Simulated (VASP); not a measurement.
Given:

```
CELL_PARAMETERS angstrom
      1.58503    -2.74535     0.00000
      1.58503     2.74535     0.00000
      0.00000     0.00000     3.55259
ATOMIC_POSITIONS crystal
  Zr 0.00000 0.00000 0.00000
  B  0.33333 0.66667 0.50000
  B  0.66667 0.33333 0.50000
```

All values below come from PW91 GGA, VASP's PBE PAW potentials (set 64) (plane waves; VASP 6.6.1). Run with 520 eV cut-off, 12×12×10 Γ-centred mesh, tetrahedra with Blöchl corrections, potentials Zr_sv B.

Predict the energy per atom (σ→0), band gap (on the k-mesh) with the smallest direct gap where there is one.

```json
{
  "band gap (on the k-mesh)": "none (metal, semimetal or under 0.01 eV)",
  "energy per atom (σ→0)": "-8.295 eV/atom"
}
```

The compound is ZrB2 in the AlB2 type structure. It was relaxed first.
